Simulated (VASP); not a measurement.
A VASP calculation is set up with these files.

POSCAR:
```
Ag
1
    0.0000000000     2.0546922735     2.0546922735
    2.0546922735     0.0000000000     2.0546922735
    2.0546922735     2.0546922735     0.0000000000
Ag
1
Direct
  0.0000000000   0.0000000000   0.0000000000
```

### INCAR
```
ALGO = Normal
EDIFF = 1E-7
ENCUT = 520
GGA = PE
ISIF = 2
ISMEAR = 1
IVDW = 12
LASPH = T
LCHARG = F
LMAXMIX = 4
LREAL = F
LWAVE = F
NELM = 100
PREC = Accurate
SIGMA = 0.1
SYSTEM = Ag
```

**KPOINTS**
```
Automatic mesh
0
Gamma
15 15 15
0 0 0
```

POTCAR, in this order: Ag (PBE.64 set). Program: vasp_std.

Q: Translate this PBE-D3(BJ) calculation to Quantum ESPRESSO's pw.x.

A: One equivalent input (not run):
```
&CONTROL
  calculation = 'scf'
  pseudo_dir = './pseudo'
  outdir = './out'
  tprnfor = .true.
  tstress = .true.
/
&SYSTEM
  ibrav = 0
  nat = 1
  ntyp = 1
  ecutwfc = 82
  occupations = 'smearing'
  smearing = 'methfessel-paxton'
  degauss = 0.00735
  input_dft = 'pbe'
  vdw_corr = 'grimme-d3'
  dftd3_version = 4
  dftd3_threebody = .false.
/
&ELECTRONS
  conv_thr = 7.3e-09
  electron_maxstep = 100
/
ATOMIC_SPECIES
  Ag 107.868 Ag.upf
CELL_PARAMETERS angstrom
     0.0000000    2.0546923    2.0546923
     2.0546923    0.0000000    2.0546923
     2.0546923    2.0546923    0.0000000
ATOMIC_POSITIONS crystal
  Ag   0.0000000  0.0000000  0.0000000
K_POINTS automatic
  15 15 15 0 0 0
```
The two are equivalent in intent, not identical: the potentials are each code's own (VASP's PAW set, PseudoDojo norm-conserving files in pw.x), so ENCUT and ecutwfc are chosen apart and not converted; conv_thr bounds pw.x's estimated SCF error, while EDIFF bounds the energy change between steps.

The compound is Ag in the fcc structure. This cell is one point of a volume scan, at 1.03 of the reference volume.
